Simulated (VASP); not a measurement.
Output of a VASP run:

OUTCAR:
```
 ion  position               nearest neighbor table
   1  0.151  0.151  0.191-   2 2.91   2 2.91   3 2.95   4 2.95   4 2.95   5 2.96   5 2.96   4 2.97
                             6 3.17
   2  0.859  0.859  0.477-   3 2.81   6 2.83   1 2.91   1 2.91   3 3.02   3 3.02   5 3.51   5 3.51
  LATTYP: Found a base centered monoclinic cell.
 ALAT       =    10.2687542923
 B/A-ratio  =     0.3508387600
 C/A-ratio  =     0.8140464898
 COS(beta)  =    -0.4942291146
 Subroutine PRICEL returns:
 Original cell was already a primitive cell.
 Subroutine GETGRP returns: Found  2 space group operations
The static configuration has the point symmetry C_1h.
The dynamic configuration has the point symmetry C_1h.
 Subroutine INISYM returns: Found  2 space group operations
 Subroutine IBZKPT returns following result:
 Found     78 irreducible k-points:

 Following reciprocal coordinates:
            Coordinates               Weight
  0.000000  0.000000  0.000000      1.000000
  0.125000  0.000000  0.000000      4.000000
  0.250000  0.000000  0.000000      4.000000
  0.375000  0.000000  0.000000      4.000000
  0.500000  0.000000  0.000000      2.000000
  0.125000  0.125000  0.000000      2.000000
  0.250000  0.125000  0.000000      4.000000
  0.375000  0.125000 -0.000000      4.000000
  0.500000  0.125000  0.000000      4.000000
 -0.375000  0.125000  0.000000      4.000000
 -0.250000  0.125000  0.000000      4.000000
 -0.125000  0.125000  0.000000      2.000000
  0.250000  0.250000  0.000000      2.000000
  0.375000  0.250000  0.000000      4.000000
  0.500000  0.250000  0.000000      4.000000
 -0.375000  0.250000  0.000000      4.000000
 -0.250000  0.250000  0.000000      2.000000
  0.375000  0.375000  0.000000      2.000000
  0.500000  0.375000 -0.000000      4.000000
 -0.375000  0.375000  0.000000      2.000000
  0.500000  0.500000  0.000000      1.000000
 -0.000000 -0.000000  0.250000      2.000000
  0.125000  0.000000  0.250000      4.000000
  0.250000  0.000000  0.250000      4.000000
  0.375000  0.000000  0.250000      4.000000
  0.500000  0.000000  0.250000      4.000000
 -0.375000  0.000000  0.250000      4.000000
 -0.250000  0.000000  0.250000      4.000000
 -0.125000  0.000000  0.250000      4.000000
  0.125000  0.125000  0.250000      2.000000
  0.250000  0.125000  0.250000      4.000000
  0.375000  0.125000  0.250000      4.000000
  0.500000  0.125000  0.250000      4.000000
 -0.375000  0.125000  0.250000      4.000000
 -0.250000  0.125000  0.250000      4.000000
 -0.125000  0.125000  0.250000      4.000000
  0.250000  0.250000  0.250000      2.000000
  0.375000  0.250000  0.250000      4.000000
  0.500000  0.250000  0.250000      4.000000
 -0.375000  0.250000  0.250000      4.000000
   k-points           NKPTS =     78   k-points in BZ     NKDIM =     78   number of bands    NBANDS=     26
   number of dos      NEDOS =    301   number of ions     NIONS =      6
   total plane-waves  NPLWV =  72576
   dimension x,y,z NGX =    36 NGY =   36 NGZ =   56
   dimension x,y,z NGXF=    72 NGYF=   72 NGZF=  112
   ions per type =               1   4   1
   PREC   = accura    normal or accurate (medium, high low for compatibility)
   ISTART =      0    job   : 0-new  1-cont  2-samecut
   ICHARG =      2    charge: 1-file 2-atom 10-const
   ISPIN  =      1    spin polarized calculation?
   LNONCOLLINEAR =      F non collinear calculations
   LSORBIT =      F    spin-orbit coupling
   INIWAV =      1    electr: 0-lowe 1-rand  2-diag
   ENCUT  =  400.0 eV  29.40 Ry    5.42 a.u.   8.87  8.87 13.63*2*pi/ulx,y,z
   NELM   =    100;   NELMIN=  2; NELMDL= -5     # of ELM steps
   EDIFF  = 0.1E-05   stopping-criterion for ELM
   LREAL  =      F    real-space projection
   NLSPLINE    = F    spline interpolate recip. space projectors
   LMAXMIX     =    6 max onsite mixed and CHGCAR
   VOSKOWN=      0    Vosko Wilk Nusair interpolation
...
```

**OSZICAR**
```
...
       N       E                     dE             d eps       ncg     rms          rms(c)
DAV:   1    -0.421060663358E+02   -0.15883E-02   -0.19343E-01  4064   0.333E+00    0.477E-01
DAV:   2    -0.421065844330E+02   -0.51810E-03   -0.30005E-02  5154   0.950E-01    0.238E-01
DAV:   3    -0.421052305345E+02    0.13539E-02   -0.13460E-02  5234   0.470E-01    0.122E-01
DAV:   4    -0.421050504686E+02    0.18007E-03   -0.93100E-04  4878   0.164E-01    0.571E-02
DAV:   5    -0.421050390394E+02    0.11429E-04   -0.11136E-04  5182   0.617E-02    0.312E-02
DAV:   6    -0.421050393957E+02   -0.35624E-06   -0.10676E-05  4804   0.176E-02    0.175E-02
DAV:   7    -0.421050401723E+02   -0.77668E-06   -0.19800E-06  2596   0.852E-03
   2 F= -.42105040E+02 E0= -.42105027E+02  d E =-.562456E-03
       N       E                     dE             d eps       ncg     rms          rms(c)
DAV:   1    -0.421050531196E+02   -0.13724E-04   -0.17764E-03  4078   0.320E-01    0.477E-02
DAV:   2    -0.421050584094E+02   -0.52897E-05   -0.29073E-04  5192   0.927E-02    0.234E-02
DAV:   3    -0.421050451830E+02    0.13226E-04   -0.13367E-04  5232   0.466E-02    0.125E-02
DAV:   4    -0.421050435792E+02    0.16038E-05   -0.90996E-06  4834   0.162E-02    0.605E-03
DAV:   5    -0.421050436130E+02   -0.33833E-07   -0.93259E-07  2196   0.615E-03
   3 F= -.42105044E+02 E0= -.42105030E+02  d E =-.565897E-03
       N       E                     dE             d eps       ncg     rms          rms(c)
DAV:   1    -0.421061347217E+02   -0.10911E-02   -0.97286E-02  4056   0.233E+00    0.347E-01
DAV:   2    -0.421061431017E+02   -0.83800E-05   -0.15793E-02  5064   0.709E-01    0.201E-01
DAV:   3    -0.421054002307E+02    0.74287E-03   -0.70109E-03  5314   0.338E-01    0.799E-02
DAV:   4    -0.421052971222E+02    0.10311E-03   -0.54892E-04  4768   0.129E-01    0.320E-02
DAV:   5    -0.421052864534E+02    0.10669E-04   -0.54004E-05  5130   0.418E-02    0.216E-02
DAV:   6    -0.421052839784E+02    0.24749E-05   -0.87618E-06  4814   0.138E-02    0.120E-02
DAV:   7    -0.421052824558E+02    0.15226E-05   -0.19611E-06  2900   0.896E-03    0.355E-03
DAV:   8    -0.421052823443E+02    0.11153E-06   -0.25424E-07  2212   0.343E-03
   4 F= -.42105282E+02 E0= -.42105262E+02  d E =-.238731E-03
       N       E                     dE             d eps       ncg     rms          rms(c)
DAV:   1    -0.421052901645E+02   -0.77087E-05   -0.67325E-04  4056   0.194E-01    0.282E-02
DAV:   2    -0.421052900217E+02    0.14278E-06   -0.10549E-04  4998   0.584E-02    0.165E-02
DAV:   3    -0.421052853039E+02    0.47178E-05   -0.46132E-05  5308   0.276E-02    0.654E-03
DAV:   4    -0.421052847571E+02    0.54684E-06   -0.35704E-06  3320   0.106E-02
   5 F= -.42105285E+02 E0= -.42105265E+02  d E =-.241144E-03
       N       E                     dE             d eps       ncg     rms          rms(c)
DAV:   1    -0.421055882918E+02   -0.30299E-03   -0.20370E-02  4056   0.972E-01    0.165E-01
DAV:   2    -0.421056200009E+02   -0.31709E-04   -0.31478E-03  5388   0.293E-01    0.796E-02
DAV:   3    -0.421054880119E+02    0.13199E-03   -0.14624E-03  5324   0.152E-01    0.500E-02
DAV:   4    -0.421054593201E+02    0.28692E-04   -0.13993E-04  5064   0.608E-02    0.210E-02
DAV:   5    -0.421054581981E+02    0.11220E-05   -0.16099E-05  5120   0.234E-02    0.102E-02
DAV:   6    -0.421054583912E+02   -0.19306E-06   -0.13434E-06  2580   0.712E-03
   6 F= -.42105458E+02 E0= -.42105430E+02  d E =-.173634E-03
```

### OUTCAR
```
------------------------ aborting loop because EDIFF is reached ----------------------------------------
  FORCE on cell =-STRESS in cart. coord.  units (eV):
  Direction    XX          YY          ZZ          XY          YZ          ZX
  --------------------------------------------------------------------------------------
  Total       -0.0390725     -0.0072146      0.0051941      0.0000000      0.0000000      0.0123956
  in kB       -0.4662080     -0.0860832      0.0619753      0.0000000      0.0000000      0.1479031
  external PRESSURE =      -0.1634386 kB  Pullay stress =       0.0000000 kB
  volume of cell :      134.28
      direct lattice vectors                 reciprocal lattice vectors
     5.133332252 -1.803916102  0.010196024     0.097292010 -0.277174753  0.055686905
     5.133332252  1.803916102  0.010196024     0.097292010  0.277174753  0.055686905
    -4.145131155  0.000000000  7.242064186    -0.000273953  0.000000000  0.137925377
 POSITION                                       TOTAL-FORCE (eV/Angst)
 -----------------------------------------------------------------------------------
      0.76098      0.00000      1.37563        -0.001342      0.000000      0.007676
      6.84898      0.00000      3.46667        -0.003255      0.000000     -0.002209
     -0.66025      0.00000      3.96041         0.008706      0.000000      0.000733
      3.65862      0.00000      0.72060        -0.000512      0.000000      0.013025
      2.41504      0.00000      6.38620         0.002819      0.000000     -0.013285
      5.35191      0.00000      5.87789        -0.006416      0.000000     -0.005940
 -----------------------------------------------------------------------------------
    total drift:                               -0.000135     -0.000000     -0.000218
  FREE ENERGIE OF THE ION-ELECTRON SYSTEM (eV)
  ---------------------------------------------------
  free  energy   TOTEN  =       -42.1054583912 eV

  energy  without entropy=      -42.1053720964  energy(sigma->0) =      -42.10542963

 reached required accuracy - stopping structural energy minimisation
```
(Selected blocks of OUTCAR.)

### POSCAR
```
HfSb4Mo
1
    5.1343668819    -1.8013385111     0.0102665011
    5.1343668819     1.8013385111     0.0102665011
   -4.1459039201     0.0000000000     7.2586796791
Hf Sb Mo
1 4 1
Direct
  0.1511958515   0.1511958515   0.1905844396
  0.8594416225   0.8594416225   0.4769008958
  0.1562078991   0.1562078991   0.5464098569
  0.3956877492   0.3956877492   0.0971928085
  0.5908164650   0.5908164650   0.8804394776
  0.8476904128   0.8476904128   0.8084725217
```

Reconstruct the remaining input files.

Several could match; the one computed here: the input of the run itself, PBEsol GGA, plane waves, VASP's PBE PAW potentials (set 64).

**INCAR**
```
SIGMA=0.1
LASPH=.TRUE.
ISIF=3
LWAVE=.FALSE.
GGA=PS   ! PBEsol
EDIFFG=-0.02   ! ionic stop
PREC=Accurate
EDIFF=1E-6
ALGO=Normal   ! blocked Davidson
NELM=100
LMAXMIX=6
ISMEAR=1   ! Methfessel-Paxton
ENCUT=400
IBRION=2   ! conjugate gradients
SYSTEM=HfSb4Mo
LCHARG=.FALSE.
LREAL=.FALSE.   ! projection in real space or not
NSW=60   ! most ionic steps
```

KPOINTS:
```
Automatic mesh
0
Gamma
8 8 4
0 0 0
```

POTCAR, in this order: Hf_pv Sb Mo_sv (PBE.64 set). Program: vasp_std.

The structure comes from a computed database's HfSb4Mo entry (Cm); how it stands against other phases isn't given here. This run relaxes it. Symmetry was kept, so distortions that lower it aren't found. The start is the result of an earlier pass.
